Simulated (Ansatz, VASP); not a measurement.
# Cross-check of MoS2 between VASP and Ansatz

One calculation is typed for both programs; each brings its own data sets. How far apart do they land? The cell is taken from a series of runs on this material, whose earlier steps may have relaxed, scaled, displaced or heated it; both programs get it as it stands.

Calculated with Ansatz 0.2.0; plane waves, with VASP 6.6.1 beside it; PBEsol.

## (1) Starting point

Symmetry: P-6m2, No. 187, hexagonal system. Conventional cell: a = 3.142 Å, b = 3.142 Å, c = 17.337 Å, α = 90.00°, β = 90.00°, γ = 120.00°. Nearest to Mo lie 6 S at 2.39 Å. Nearest to S lie 3 Mo at 2.39 Å. Farther neighbours and most contacts between anions are not listed.

Coordinates:

```
Mo S
1.0
     3.14150    0.00000    0.00000
    -1.57075    2.72062    0.00000
     0.00000    0.00000   17.33731
Mo S
1 2
Cartesian
  0.0000 0.0000 0.0000
  0.0000 1.8137 1.5581
  0.0000 1.8137 15.7792
```

## (2) VASP: relaxation of cell and atoms, PBEsol

The relaxed volume is the usual yardstick between codes: in a stiff, nearly cubic crystal its relative difference is about their pressure difference at one cell divided by the bulk modulus.

Lines of VASP's logs that name or quote its potential files are left out, and so is its time.

INCAR reads:

```
SYSTEM = MoS2
PREC = Accurate
ENCUT = 500
EDIFF = 1E-07
NELM = 120
ISMEAR = 0
SIGMA = 0.01
LREAL = .FALSE.
ALGO = Normal
GGA = PS
NBANDS = 19
LASPH = .TRUE.
LORBIT = 11
LWAVE = .FALSE.
LCHARG = .FALSE.
ISIF = 3
IBRION = 2
NSW = 80
EDIFFG = -0.005
GGA_COMPAT = .FALSE.
NELMIN = 4
EFERMI = MIDGAP
KPAR = 2
```

POSCAR reads:

```
MoS2
1.0
    3.1415000000      0.0000000000      0.0000000000
   -1.5707500000      2.7206190000      0.0000000000
    0.0000000000      0.0000000000     17.3373050000
Mo S
1 2
Direct
    0.0000000000      0.0000000000      0.0000000000
    0.3333333333      0.6666666667      0.0898690425
    0.3333333333      0.6666666667      0.9101309575
```

KPOINTS reads:

```
Automatic mesh
0
Gamma
12 12 2
0 0 0
```

The projector-augmented-wave data sets are Mo_sv and S (PBE family, release 64).

Command:

```sh
$ mpirun -np 2 vasp_std
```

Numbers of over 12 decimals in the logs are rounded to 6 here.

Log:

```text
[banner, memory and clock lines left out]
running    2 mpi-ranks, on    1 nodes
 distrk:  each k-point on    1 cores,    2 groups
 distr:  one band on    1 cores,    1 groups

 POSCAR found type information on POSCAR MoS
 POSCAR found :  2 types and       3 ions
|                                                                             |
|               ----> ADVICE to this user running VASP <----                  |
|                                                                             |
|     You enforced a specific xc type in the INCAR file but a different       |
|     [... a line on the potential file left out ...]
|     I HOPE YOU KNOW WHAT YOU ARE DOING!                                     |
|                                                                             |

 LDA part: xc-table for (Slater+PW92), standard interpolation
 POSCAR, INCAR and KPOINTS ok, starting setup
 FFT: planning ... GRIDC
 FFT: planning ... GRID_SOFT
 FFT: planning ... GRID
 WAVECAR not read
 entering main loop
       N       E                     dE             d eps       ncg     rms          rms(c)
DAV:   1     0.153504821083E+03    0.15350E+03   -0.12305E+04  1868   0.111E+03
DAV:   2    -0.146034807073E+02   -0.16811E+03   -0.16487E+03  1930   0.260E+02
DAV:   3    -0.247223189896E+02   -0.10119E+02   -0.10047E+02  1891   0.562E+01
DAV:   4    -0.248866614396E+02   -0.16434E+00   -0.16405E+00  1869   0.756E+00
DAV:   5    -0.248902829314E+02   -0.36215E-02   -0.36211E-02  1910   0.109E+00    0.260E+01
DAV:   6    -0.237959394724E+02    0.10943E+01   -0.99946E+00  1571   0.199E+01    0.891E+00
DAV:   7    -0.236239230791E+02    0.17202E+00   -0.48326E+00  1575   0.127E+01    0.610E+00
DAV:   8    -0.234283871983E+02    0.19554E+00   -0.98702E-01  1651   0.616E+00    0.165E+00
DAV:   9    -0.234288368742E+02   -0.44968E-03   -0.42972E-02  1838   0.124E+00    0.867E-01
DAV:  10    -0.234249495538E+02    0.38873E-02   -0.20563E-02  1610   0.942E-01    0.119E-01
DAV:  11    -0.234246970938E+02    0.25246E-03   -0.84196E-04  1619   0.204E-01    0.595E-02
DAV:  12    -0.234246335478E+02    0.63546E-04   -0.20268E-04  1869   0.770E-02    0.283E-02
DAV:  13    -0.234245440277E+02    0.89520E-04   -0.29321E-04  1858   0.710E-02    0.583E-02
DAV:  14    -0.234246974969E+02   -0.15347E-03   -0.84318E-05  1823   0.507E-02    0.171E-02
DAV:  15    -0.234247301012E+02   -0.32604E-04   -0.11401E-05  1757   0.188E-02    0.999E-03
DAV:  16    -0.234247428936E+02   -0.12792E-04   -0.16845E-05  1749   0.165E-02    0.560E-03
DAV:  17    -0.234247812201E+02   -0.38326E-04   -0.45670E-06  1781   0.112E-02    0.379E-03
DAV:  18    -0.234248153472E+02   -0.34127E-04   -0.11819E-06  1629   0.368E-03    0.390E-03
DAV:  19    -0.234248385330E+02   -0.23186E-04   -0.19314E-06  1742   0.537E-03    0.114E-03
DAV:  20    -0.234248442495E+02   -0.57164E-05   -0.25180E-07  1563   0.169E-03    0.701E-04
DAV:  21    -0.234248462385E+02   -0.19891E-05   -0.10093E-07  1368   0.770E-04    0.336E-04
DAV:  22    -0.234248465834E+02   -0.34483E-06   -0.12937E-08  1265   0.272E-04    0.108E-04
DAV:  23    -0.234248466370E+02   -0.53597E-07   -0.12482E-09   994   0.151E-04
   1 F= -.23424847E+02 E0= -.23424847E+02  d E =-.234248E+02
[...]
2 F= -.23424842E+02 E0= -.23424842E+02  d E =0.479109E-05
[...]
3 F= -.23424855E+02 E0= -.23424855E+02  d E =-.845228E-05
[...]
4 F= -.23424855E+02 E0= -.23424855E+02  d E =-.855316E-05
 curvature:  -0.21 expect dE=-0.186E-05 dE for cont linesearch -0.566E-08
 trial: gam= 0.26467 g(F)=  0.789E-05 g(S)=  0.968E-06 ort =-0.100E-05 (trialstep = 0.884E+00)
 search vector abs. value=  0.109E-04
 bond charge predicted
       N       E                     dE             d eps       ncg     rms          rms(c)
DAV:   1    -0.234248739924E+02   -0.18792E-04   -0.68139E-04  1484   0.208E-01    0.320E-02
DAV:   2    -0.234248621404E+02    0.11852E-04   -0.72997E-05  1558   0.645E-02    0.145E-02
DAV:   3    -0.234248598529E+02    0.22875E-05   -0.97030E-06  1658   0.161E-02    0.679E-03
DAV:   4    -0.234248593824E+02    0.47047E-06   -0.27891E-06  1605   0.123E-02    0.714E-03
DAV:   5    -0.234248594949E+02   -0.11250E-06   -0.49536E-07  1546   0.383E-03    0.211E-03
DAV:   6    -0.234248596152E+02   -0.12032E-06   -0.75623E-08   956   0.165E-03    0.638E-04
DAV:   7    -0.234248596036E+02    0.11655E-07   -0.17038E-08   923   0.949E-04
   5 F= -.23424860E+02 E0= -.23424860E+02  d E =-.441343E-05
 trial-energy change:   -0.000004  1 .order   -0.000004   -0.000008   -0.000001
 step:   1.0461(harm=  1.0461)  dis= 0.00047  next Energy=   -23.424860 (dE=-0.449E-05)
 reached required accuracy - stopping structural energy minimisation
```

OUTCAR, selected parts (step 2):

```text
ion  position               nearest neighbor table
   1  0.000  0.000  0.000-   2 2.39   3 2.39   2 2.39   3 2.39   2 2.39   3 2.39
   2  0.333  0.667  0.090-   1 2.39   1 2.39   1 2.39
   3  0.333  0.667  0.910-   1 2.39   1 2.39   1 2.39

  LATTYP: Found a hexagonal cell.
 ALAT       =     3.1415000000
 C/A-ratio  =     5.5187983447

 Subroutine GETGRP returns: Found 12 space group operations
 (whereof 12 operations were pure point group operations)

The static configuration has the point symmetry D_3h.

 Found     38 irreducible k-points:

   k-points           NKPTS =     38   k-points in BZ     NKDIM =     38   number of bands    NBANDS=     19

   dimension x,y,z NGX =    24 NGY =   24 NGZ =  126
   dimension x,y,z NGXF=    48 NGYF=   48 NGZF=  252

   ENCUT  =  500.0 eV  36.75 Ry    6.06 a.u.   5.73  5.73 31.61*2*pi/ulx,y,z

   NELECT =      26.0000    total number of electrons

 k-points in reciprocal lattice and weights: Automatic mesh
   0.00000000  0.00000000  0.00000000       0.003
   0.08333333  0.00000000  0.00000000       0.021
   0.16666667  0.00000000  0.00000000       0.021
   0.25000000  0.00000000  0.00000000       0.021
   0.33333333  0.00000000  0.00000000       0.021
   0.41666667 -0.00000000  0.00000000       0.021
   0.50000000  0.00000000  0.00000000       0.010
   0.08333333  0.08333333  0.00000000       0.021
   0.16666667  0.08333333  0.00000000       0.042
[...]
0.33333333  0.25000000  0.50000000       0.042
   0.33333333  0.33333333  0.50000000       0.007

 average (electrostatic) potential at core
       1 -82.5982       2 -92.5962       3 -92.5962

 E-fermi :  -0.4486

 k-point     1 :       0.0000    0.0000    0.0000
  band No.  band energies     occupation
    ...
      9      -3.9706      2.00000
     10      -3.2107      2.00000
     11      -2.8121      2.00000
     12      -2.8121      2.00000
     13      -1.4335      2.00000
     14       1.5452      0.00000
     15       1.5452      0.00000
     16       1.8197      0.00000
     17       1.8197      0.00000
     18       4.1029      0.00000
    ...

 k-point     2 :       0.0833    0.0000    0.0000
  band No.  band energies     occupation
    ...
      9      -3.8558      2.00000
     10      -3.6845      2.00000
     11      -2.9854      2.00000
     12      -2.5056      2.00000
     13      -1.4768      2.00000
     14       1.3998      0.00000
     15       1.5081      0.00000
     16       1.6943      0.00000
     17       1.7352      0.00000
     18       4.2785      0.00000
    ...

 k-point     3 :       0.1667    0.0000    0.0000
  band No.  band energies     occupation
    ...
      9      -4.3542      2.00000
     10      -3.5356      2.00000
     11      -3.3914      2.00000
     12      -2.4265      2.00000
     13      -1.6947      2.00000
     14       1.0121      0.00000
     15       1.3380      0.00000
     16       1.4058      0.00000
     17       2.1671      0.00000
     18       4.7017      0.00000
    ...

  Total        0.0032626      0.0032626     -0.0121505      0.0000000      0.0000000      0.0000000
  in kB        0.0353039      0.0353039     -0.1314794      0.0000000      0.0000000      0.0000000
  external PRESSURE =      -0.0202905 kB  Pullay stress =       0.0000000 kB

  energy-cutoff  :      500.00
  volume of cell :      148.06
      direct lattice vectors                 reciprocal lattice vectors
     3.140445637  0.000000000  0.000000000     0.318426146  0.183843408 -0.000000000
    -1.570222818  2.719705894  0.000000000     0.000000000  0.367686816 -0.000000000
     0.000000000  0.000000000 17.335428804     0.000000000  0.000000000  0.057685334

 POSITION                                       TOTAL-FORCE (eV/Angst)
 -----------------------------------------------------------------------------------
      1.57022      2.71971      0.00000        -0.000000      0.000000      0.000000
     -0.00000      1.81314      1.55833         0.000000     -0.000000      0.003043
     -0.00000      1.81314     15.77710        -0.000000     -0.000000     -0.003043
 -----------------------------------------------------------------------------------
    total drift:                                0.000000      0.000002     -0.000000

  FREE ENERGIE OF THE ION-ELECTRON SYSTEM (eV)
  ---------------------------------------------------
  free  energy   TOTEN  =       -23.4248596036 eV

  energy  without entropy=      -23.4248596036  energy(sigma->0) =      -23.42485960

 reached required accuracy - stopping structural energy minimisation

 total charge
# of ion       s       p       d       tot
------------------------------------------
    1        2.300   6.232   3.993  12.525
    2        1.357   2.330   0.000   3.687
    3        1.357   2.330   0.000   3.687
--------------------------------------------------
tot          5.014  10.892   3.993  19.899

[... 3 further parts left out ...]
```

This run has no spin polarisation, so a moment on Mo, if there is one, isn't seen. The run keeps the 12 symmetry operations of its start, so it cannot find a distortion of lower symmetry.

## (3) Ansatz: relaxation of cell and atoms, PBEsol

Ansatz runs on its default PAW (the set named soft_2) files.

The same cell, functional and mesh now go to Ansatz, which takes its cutoff from its data sets.

input.yaml reads:

```yaml
crystal:
  lattice:
    - [3.1415003336, 0.0, 0.0]
    - [-1.5707501668, 2.7206190949, 0.0]
    - [0.0, 0.0, 17.3373052504]
  atoms:
    - { symbol: Mo, position: [0.0, 0.0, 0.0] }
    - { symbol: S, position: [0.3333333333, 0.6666666667, 0.0898690494] }
    - { symbol: S, position: [0.3333333333, 0.6666666667, 0.9101309506] }
kpoints:
  mp_grid: { grid: [12, 12, 2] }
hamiltonian:
  xc: pbesol
scf:
  occupations: { method: fixed }
output:
  forces: true
  stress: true
  eigenvalues: true
relax:
  adjacent_minimum: "off"
  f_tol: 0.001
  max_steps: 60
  cell: { stress_tol: 0.01 }
```

Command:

```sh
$ ansatz run input.yaml --threads 2 --pin off --max-ram 5120MiB --backend cpu --events-out ev --progress --plain --runs-dir out
```

Log:

```text
Engine: ansatz 0.2.0, aarch64-unknown-linux-gnu
Pseudopotentials: kind: paw
Pseudopotential: Mo, paw, valence charge 14, recommended cutoff 420 eV (normal), Mo.paw.azcp
Pseudopotential: S, paw, valence charge 6, recommended cutoff 420 eV (normal), S.paw.azcp
Functional definition: PBEsol
  exchange = pbesol_x
  correlation = pbesol_c
Crystal: 3 atoms, lattice volume = 148.179 Å³
Basis set: ecut = 420 eV, 2865 PW (Γ), exchange–correlation on 48×48×240 points (8 copies of the dense FFT grid, shifted against one another)
Bands: 17, of which v1, the nominal top of the filled ones, is band 13 counted from 1 (12 counted from 0)
Symmetry: 12 space group operations
Space group: P-6m2 (ITA 187), of the structure as read, at distance tolerance 5.3e-5 Å
k-points: 38 of 288 (time reversal used)
Non-local potential: Mo, projectors of the file, l = 0: 3, l = 1: 2, l = 2: 2, l = 3: 1
Non-local potential: S, projectors of the file, l = 0: 2, l = 1: 2, l = 2: 2
PAW form: soft (Blöchl's): semilocal exchange-correlation on the pseudo side does not see the compensation charge
PAW frozen core: Mo, regenerated for the run's functional, and the local potential with it (the file was generated under x = pbe(κ = 0.804, μ = 0.219515), c = pbe(β = 0.066725))
PAW frozen core: S, regenerated for the run's functional, and the local potential with it (the file was generated under x = pbe(κ = 0.804, μ = 0.219515), c = pbe(β = 0.066725))
PAW one-centre angular grid: Mo, 590 points (default); XC on 64 Gauss nodes
PAW one-centre angular grid: S, 110 points (default); XC on 64 Gauss nodes
Initial density: superposition of atomic densities (neutral atoms: chi_scale 0, normalization atom), corrected by the library's trained network
Initial wavefunctions: pseudopotential atomic-orbital guess
Functional: x = pbesol(κ = 0.804, μ = 0.123457), c = pbesol(β = 0.046)
SCF iter   1: F=—  HF=-6670.140208 eV  |F-HF|=—  |Δ(HF+E_count)|=         —  Δρ=4.41e-3  dr2=3.84e-2  ethr=1.77e-3  ⟨swp⟩=6.4  Hψ=3488  notcnv=0  defer=66
preconditioner: auto → none  [insulator: Δε(μ)=1.800 eV  Ē_g=8.184 eV  n_scr=10 (ndim 8)  ℏωp=12.9 eV  f_vac=0.617  ε∞_Penn≈3.5]
SCF iter   2: F=—  HF=-6670.161865 eV  |F-HF|=—  |Δ(HF+E_count)|=   2.17e-2  Δρ=5.88e-3  dr2=1.59e-1  ethr=1.48e-4  ⟨swp⟩=3.8  Hψ=1695  notcnv=0  defer=76
SCF iter   3: F=—  HF=-6670.141013 eV  |F-HF|=—  |Δ(HF+E_count)|=   2.09e-2  Δρ=1.75e-3  dr2=5.12e-3  ethr=1.48e-4  ⟨swp⟩=2.9  Hψ=1051  notcnv=0  defer=76
SCF iter   4: F=—  HF=-6670.142086 eV  |F-HF|=—  |Δ(HF+E_count)|=   1.07e-3  Δρ=4.19e-4  dr2=7.81e-5  ethr=1.97e-5  ⟨swp⟩=2.4  Hψ=1020  notcnv=0  defer=76
SCF iter   5: F=—  HF=-6670.142164 eV  |F-HF|=—  |Δ(HF+E_count)|=   7.76e-5  Δρ=4.38e-5  dr2=2.37e-6  ethr=3.01e-7  ⟨swp⟩=2.2  Hψ=1068  notcnv=0  defer=76
SCF iter   6: F=—  HF=-6670.142165 eV  |F-HF|=—  |Δ(HF+E_count)|=   1.56e-6  Δρ=1.08e-5  dr2=1.06e-7  ethr=9.13e-9  ⟨swp⟩=2.1  Hψ=1138  notcnv=0  defer=76
SCF iter   7: F=-6670.142165 eV  HF=-6670.142165 eV  |F-HF|=1.58e-9  |Δ(HF+E_count)|=   6.00e-8  Δρ=2.47e-6  dr2=1.56e-8  ethr=3.85e-10  ⟨swp⟩=10.6  Hψ=4252  notcnv=0
SCF 1 converged in 7 iterations: F = -6670.142165 eV  dr2 = 1.56e-8
  greatest PAW one-centre occupation: 0.999 electrons in one spin orbital (limit 2), on the Mo atom at site 0 (counted from 0), in its partial waves of l = 0
relax step   1: F+E_penalty+E_count = -6670.14216545 eV  Δ(F+E_penalty+E_count) = +0.000e0 eV  max|allowed force component| = 8.481e-4 eV/Å  Δτ_max = 0.0000 Å  P = -0.023 GPa  Ω = 148.179 Å³  (7 SCF iters, dr2 threshold 1.00e-7 eV, accepted)
[...]
relax step   2: F+E_penalty+E_count = -6670.14217344 eV  Δ(F+E_penalty+E_count) = -7.989e-6 eV  max|allowed force component| = 5.309e-3 eV/Å  Δτ_max = 0.0008 Å  P = +0.004 GPa  Ω = 148.024 Å³  energy of the carried Pulay correction = +4.486e-6 eV  (6 SCF iters, dr2 threshold 2.63e-9 eV, accepted)
[...]
relax step   3: F+E_penalty+E_count = -6670.14217732 eV  Δ(F+E_penalty+E_count) = -3.878e-6 eV  max|allowed force component| = 2.809e-5 eV/Å  Δτ_max = 0.0005 Å  P = -0.000 GPa  Ω = 148.087 Å³  energy of the carried Pulay correction = +2.666e-6 eV  (5 SCF iters, dr2 threshold 1.76e-9 eV, accepted)
[...]
relax step   4: F+E_penalty+E_count = -6670.14217526 eV  Δ(F+E_penalty+E_count) = +2.064e-6 eV  max|allowed force component| = 3.454e-5 eV/Å  Δτ_max = 0.0000 Å  P = -0.000 GPa  Ω = 148.087 Å³  stress off target by 9.97e-5 GPa  SCF on the basis re-selected at this cell (its energy is not comparable with the rows above)  (6 SCF iters)
basis re-selected at this cell: Δ(F+E_penalty+E_count) = +2.064e-6 eV, ΔP = -0.000 GPa vs the last step (what re-selecting the basis moved, of the pressure what is left beyond the Pulay correction that the steps carried, after the strain that the cell walked since its last selection, with what the two solves' SCF thresholds leave and, on support functions, any second-order correction that the steps lacked; it is no m [...]
SCF converged after 6 iterations
Free energy (F): -6670.142175 eV
Harris-Foulkes:  -6670.142175 eV  (|F-HF|=5.46e-12)
Internal energy: -6670.142175 eV  (E = F + TS)
E sigma→0 (E₀):  -6670.142175 eV
Fermi energy:    -0.145705 eV
--- Per-component energies (eV) ---
  E_band       = -425.340278
  E_kinetic    = 656.639452
  E_local      = -13357.224362  (includes V_loc(G=0)·N_el)
  E_nonlocal   = 201.396887
  E_hartree    = 6316.560950
  E_xc         = -375.678278
  E_vxc        = -404.535418  (∫ρ·V_xc dr)
  E_paw        = -4311.919307  (= ΣΔE_a)
  E_vpaw       = -154.738786  (= ΣTr[D̂ρ^β])
  E_aug_tail   = 0.000031  (compensation charges beyond the density's cutoff)
  E_ewald      = 4199.749253
  E_core_change = 0.333198  (= ΣΔE_core)
  E_smearing   = -0.000000  (= −TS)
  E_closure    = 0.000000  (closes the sum)
  Σ components = -6670.142175   (vs F -6670.142175, Δ=0.00e0)
--- Forces (eV/Å), atoms counted from 1 ---
  atom   1  Mo    -0.00000000    -0.00000000     0.00000000
  atom   2  S      0.00000000    -0.00000000    -0.00003454
  atom   3  S      0.00000000    -0.00000000     0.00003454
  max |Σ_I F_I| component: 1.25e-16 eV/Å
--- Stress (GPa, compression-positive) ---
       -0.000100      -0.000000       0.000000
        0.000000      -0.000100      -0.000000
        0.000000      -0.000000      -0.000060
  P = ⅓ Tr σ = -0.0001 GPa (-0.001 kbar)
--- Band table (eV; the first three rows and the last of 38) ---
  k-point 0: bands = [... 9 lower, -1.9931, -1.6041, -1.6041, -0.2176, 2.7514, 2.7514, 3.0280, 3.0280]
  k-point 1: bands = [... 9 lower, -1.9931, -1.6041, -1.6041, -0.2176, 2.7514, 2.7514, 3.0280, 3.0280]
  k-point 2: bands = [... 9 lower, -2.4700, -1.7769, -1.2921, -0.2606, 2.6039, 2.7159, 2.9025, 2.9410]
  k-point 37: bands = [... 9 lower, -3.7080, -3.0911, -2.3211, -0.1457, 1.6607, 2.9102, 3.5694, 4.9837]
--- Relaxed structure (3 steps of the walk, 3 accepted, 1 SCFs on fresh bases) ---
  F+E_penalty+E_count = -6670.14217526 eV   max|allowed force component| = 3.454e-5 eV/Å   (the final SCF, on the basis selected at the relaxed cell)
  cell:  # Å, volume = 148.0868 Å³
    - [3.140516, 0, 0]
    - [-1.570258, 2.719766, 0]
    - [0, 0, 17.337393]
  atoms:
    - { symbol: Mo, position: [0, -2.878355989888599e-17, 0] }
    - { symbol: S, position: [0.333333, 0.666667, 0.089886] }
    - { symbol: S, position: [0.333333, 0.666667, 0.910114] }
```

## (4) Comparison

Known differences besides the potentials themselves: fixed occupations in Ansatz, narrow Gaussian smearing in VASP; the cutoff is 420 eV in Ansatz and 500 eV in VASP; Ansatz makes its cores anew for this functional, VASP keeps those of its PBE data sets; Ansatz adds a Pulay correction to the stress that steers its cell, VASP none. Total energies have different zeros and are not compared.

Compared:

```
                                         quantity  Ansatz    VASP  difference
                                      volume (Å³)  148.09  148.06     +0.02 %
edge a after relaxation, in the typed setting (Å)   3.140   3.140     +0.00 %
edge c after relaxation, in the typed setting (Å)  17.337  17.335     +0.01 %
```

(Part 1 of 2 ends here.)

[Lines on the potential files, build, host, timing and source positions are cut from VASP's logs without a mark.]

[Logs are printed without paths, hosts, clocks, repeated set-up lines and the standing remarks that a program may print on its own settings, such as how far it seeks lower states.]

[Hosts, paths, dates, database ids (printed as entryN), source tags and the programs' standing remarks are cut or masked in the printed files.]
